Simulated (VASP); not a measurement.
Energy against volume of GaP (zinc blende). All values below come from HSE06 screened hybrid, VASP's PBE PAW potentials (set 64) (plane waves; VASP). Settings: 520 eV cut-off, 6×6×6 Γ-centred mesh, Gaussian smearing of 0.050 eV, potentials Ga_d P.

```json
[
 {"V (Å³/atom)": "19.612", "E (eV/atom)": "-5.39728"},
 {"V (Å³/atom)": "20.238", "E (eV/atom)": "-5.40518"},
 {"V (Å³/atom)": "20.864", "E (eV/atom)": "-5.40189"},
 {"V (Å³/atom)": "21.490", "E (eV/atom)": "-5.38961"}
]
```

Problem. Fit these four points and predict the energy of the run at 18.986 Å³/atom.

Solution. A cubic in V^(−2/3), the third-order Birch-Murnaghan form, passes through the four points with V0 = 20.35 Å³/atom and B0 = 89 GPa, and gives -5.3755 eV/atom there. The run gave -5.3765 eV/atom, -1.0 meV/atom from the fit; all five points give B0 = 88 GPa.

The compound is GaP in the zinc blende structure. It was relaxed first. The cell's shape comes from a PBE relaxation.
